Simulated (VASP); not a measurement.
# O3W in VASP: a series of runs

Aim: see how the results for O3W move with the level of theory and the settings. Levels: PBE, PBE+TS. Tasks: single point, relaxation of the atoms, atomic charges, electron localisation function.

Everything below comes from runs of VASP 6.6.1. Logs are shortened: lines on timing, memory, paths and dates and some standing lists are left out, and cuts for length are marked.

### Step 1. Starting point

The cell holds a molecule in a box, 4 atoms: a = 11.000 Å, b = 12.000 Å, c = 12.000 Å, α = 90.00°, β = 90.00°, γ = 90.00°.

### Step 2. Single point, PBE (atoms moved at random, drawn with an rms of 0.05 Å)

Contents of INCAR:

```
ALGO     = Normal         # electronic algorithm
EDIFF    = 1E-6           # SCF threshold, eV
ENCUT    = 520            # plane-wave cutoff, eV
GGA      = PE             # functional
ISIF     = 2              # what is computed and relaxed
ISMEAR   = 0              # smearing method
LASPH    = True           # aspherical terms in the spheres
LCHARG   = False          # write CHGCAR
LREAL    = False          # projectors in reciprocal space
LWAVE    = False          # write WAVECAR
NELM     = 60             # most SCF steps
PREC     = Accurate       # precision mode
SIGMA    = 0.01           # smearing width, eV
```

Contents of KPOINTS:

```
k-points
0
Gamma
  1 1 1
```

Contents of POSCAR:

```
WO3
1.0
   11.0000000000      0.0000000000      0.0000000000
    0.0000000000     12.0000000000      0.0000000000
    0.0000000000      0.0000000000     12.0000000000
O W
3 1
Direct
    0.4449550000      0.5269480000      0.6109360000
    0.5658830000      0.4072160000      0.4461990000
    0.4339290000      0.5944450000      0.3927570000
    0.4383190000      0.4815460000      0.4795740000
```

Potentials or basis: VASP PAW PBE potentials, release 64 (O, W_sv).

Started as:

```console
$ cat potpaw_PBE.64/O/POTCAR potpaw_PBE.64/W_sv/POTCAR > POTCAR
$ mpirun -np 1 vasp_gam > vasp.out
```

OUTCAR:

```text
EDIFF = 1E-6
   ENCUT = 520
   GGA = PE
   ISIF = 2
   ISMEAR = 0
   LASPH = True
   LREAL = False
   NELM = 60
   PREC = Accurate

 ion  position               nearest neighbor table
   1  0.445  0.527  0.611-   4 1.67
   2  0.566  0.407  0.446-   4 1.71
   3  0.434  0.594  0.393-   4 1.71
   4  0.438  0.482  0.480-   1 1.67   3 1.71   2 1.71

  LATTYP: Found a simple tetragonal cell.
 ALAT       =    12.0000000000
 C/A-ratio  =     0.9166666667

  Lattice vectors:

 A1 = (   0.0000000000,  12.0000000000,   0.0000000000)
 A2 = (   0.0000000000,   0.0000000000,  12.0000000000)
 A3 = (  11.0000000000,   0.0000000000,   0.0000000000)

Analysis of symmetry for initial positions (statically):
=====================================================================
 Subroutine PRICEL returns:
 Original cell was already a primitive cell.

 Routine SETGRP: Setting up the symmetry group for a
 simple tetragonal supercell.

 Subroutine GETGRP returns: Found  1 space group operations
 (whereof  1 operations were pure point group operations)
 out of a pool of 16 trial point group operations.

The static configuration has the point symmetry C_1 .

Analysis of symmetry for dynamics (positions and initial velocities):
=====================================================================
 Subroutine PRICEL returns:
 Original cell was already a primitive cell.

 Routine SETGRP: Setting up the symmetry group for a
 simple tetragonal supercell.

 Subroutine GETGRP returns: Found  1 space group operations
 (whereof  1 operations were pure point group operations)
 out of a pool of 16 trial point group operations.

The dynamic configuration has the point symmetry C_1 .

 Subroutine INISYM returns: Found  1 space group operations
 (whereof  1 operations are pure point group operations),
 and found     1 'primitive' translations

----------------------------------------------------------------------------------------

                                     Primitive cell

  volume of cell :    1584.0000

  direct lattice vectors                    reciprocal lattice vectors
    11.000000000  0.000000000  0.000000000     0.090909091  0.000000000  0.000000000
     0.000000000 12.000000000  0.000000000     0.000000000  0.083333333  0.000000000
[... 64 lines left out ...]
   NELM   =     60;   NELMIN=  2; NELMDL= -5     # of ELM steps
   EDIFF  = 0.1E-05   stopping-criterion for ELM
   LREAL  =      F    real-space projection
   EDIFFG = 0.1E-04   stopping-criterion for IOM
   NSW    =      0    number of steps for IOM
   IBRION =     -1    ionic relax: 0-MD 1-quasi-New 2-CG
   NFREE  =      0    steps in history (QN), initial steepest desc. (CG)
   ISIF   =      2    stress and relaxation
   ISYM   =      2    0-nonsym 1-usesym 2-fastsym
   POTIM  = 0.5000    time-step for ionic-motion
   TEBEG  =    0.0;   TEEND  =   0.0 temperature during run
   PSTRESS=    0.0 pullay stress
   NELECT =      32.0000    total number of electrons
   NUPDOWN=      -1.0000    fix difference up-down
   EMIN   =  10.00;   EMAX   =-10.00  energy-range for DOS
   EFERMI =   0.00;   METHOD = LEGACY
   ISMEAR =     0;   SIGMA  =   0.01  broadening in eV -4-tet -1-fermi 0-gaus
   EFERMI_NEDOS =   21; number of points for ismear=-14 and -15
   IALGO  =     38    algorithm
   IMIX   =      4    mixing-type and parameters
     AMIX     =   0.40;   BMIX     =  1.00
     AMIX_MAG =   1.60;   BMIX_MAG =  1.00
  volume/ion in A,a.u.               =     396.00      2672.34
  Fermi-wavevector in a.u.,A,eV,Ry     =   0.445868  0.842569  2.704816  0.198798
  Thomas-Fermi vector in A             =   1.423827
   LORBIT       =      0    0 simple, 1 ext, 2 COOP (PROOUT), +10 PAW based schemes
   GGA     = PE    functional components
   LHFCALC =     F    Hartree Fock is set to
   AEXX    =    0.0000 exact exchange contribution
   IVDW    =     0    specifies the selected vdW correction
   LEPSILON=     F    determine dielectric tensor
   LRPA    =     F    only Hartree local field effects (RPA)
 non-spin polarized calculation
 Gauss-broadening in eV      SIGMA  =   0.01
  energy-cutoff  :      520.00
  volume of cell :     1584.00
 maximum number of plane-waves:     21371
 NGX is ok and might be reduce to    84
   NGX = 41   NGY = 45   NGZ = 45

 number of electron      31.9999998 magnetization

 Free energy of the ion-electron system (eV)
  ---------------------------------------------------
  ext. energy  EPLUGINS =         0.00000000
  ---------------------------------------------------
  free energy    TOTEN  =       -31.70369726 eV

  energy without entropy =      -31.70369726  energy(sigma->0) =      -31.70369726

 E-fermi :  -6.8686     XC(G=0):  -0.7670

 val. band max:       -7.0910070523   @ k =   0.0000   0.0000   0.0000
 cond. band min:      -5.3681192212   @ k =   0.0000   0.0000   0.0000
 fundamental gap:      1.7228878311
 Fermi energy:        -6.8685753262

 k-point     1 :       0.0000    0.0000    0.0000
  band No.  band energies     occupation
      1     -80.2958      2.00000
      2     -44.9909      2.00000
      3     -44.8834      2.00000
      4     -44.8250      2.00000
      5     -23.2592      2.00000
      6     -22.6758      2.00000
[... 12 lines left out ...]
     19      -2.3454      0.00000
     20      -0.7071      0.00000

------------------------ aborting loop because EDIFF is reached ----------------------------------------

  FORCE on cell =-STRESS in cart. coord.  units (eV):
  Direction    XX          YY          ZZ          XY          YZ          ZX
  --------------------------------------------------------------------------------------
  -------------------------------------------------------------------------------------
  Total        2.7031772      4.0199778      7.8072182     -1.2414683      1.0013306      0.1568559
  in kB        2.7341978      4.0661094      7.8968106     -1.2557149      1.0128215      0.1586559
  external PRESSURE =       4.8990392 kB  Pullay stress =       0.0000000 kB

 VOLUME and BASIS-vectors are now :
 -----------------------------------------------------------------------------
  energy-cutoff  :      520.00
  volume of cell :     1584.00
      direct lattice vectors                 reciprocal lattice vectors
    11.000000000  0.000000000  0.000000000     0.090909091  0.000000000  0.000000000
     0.000000000 12.000000000  0.000000000     0.000000000  0.083333333  0.000000000
     0.000000000  0.000000000 12.000000000     0.000000000  0.000000000  0.083333333

 POSITION                                       TOTAL-FORCE (eV/Angst)
 -----------------------------------------------------------------------------------
      4.89451      6.32338      7.33123         0.683462      1.592530      4.255642
      6.22471      4.88659      5.35439         2.000807     -0.911044     -0.144812
      4.77322      7.13334      4.71308         0.117698      1.802999     -1.067784
      4.82151      5.77855      5.75489        -2.801967     -2.484485     -3.043047
 -----------------------------------------------------------------------------------
    total drift:                                0.000092     -0.000426      0.000394

  FREE ENERGIE OF THE ION-ELECTRON SYSTEM (eV)
  ---------------------------------------------------
  free  energy   TOTEN  =       -31.7036972642 eV

  energy  without entropy=      -31.7036972642  energy(sigma->0) =      -31.70369726
```

stdout:

```text
POSCAR found type information on POSCAR O W
 POSCAR found :  2 types and       4 ions
 scaLAPACK will be used
 LDA part: xc-table for (Slater+PW92), standard interpolation
 POSCAR, INCAR and KPOINTS ok, starting setup
 FFT: planning ... GRIDC
 FFT: planning ... GRID_SOFT
 FFT: planning ... GRID
 WAVECAR not read
 entering main loop
```

It took 83 s on 1 thread of AMD EPYC 9R45 (Zen 5), shared host; peak memory 1.1 GiB.

Results:

```
Free energy                     : -31.7037 eV
Largest force                   : 4.825 eV/Å
Gap between the frontier levels : 1.72 eV
```

Forces on the atoms (eV/Å):
```
O    0.683  1.593  4.256
O    2.001 -0.911 -0.145
O    0.118  1.803 -1.068
W   -2.802 -2.484 -3.043
```

Caveat: spin-orbit coupling is left out, which moves the levels of the heavy elements.

(Part 1 of 2 ends here.)
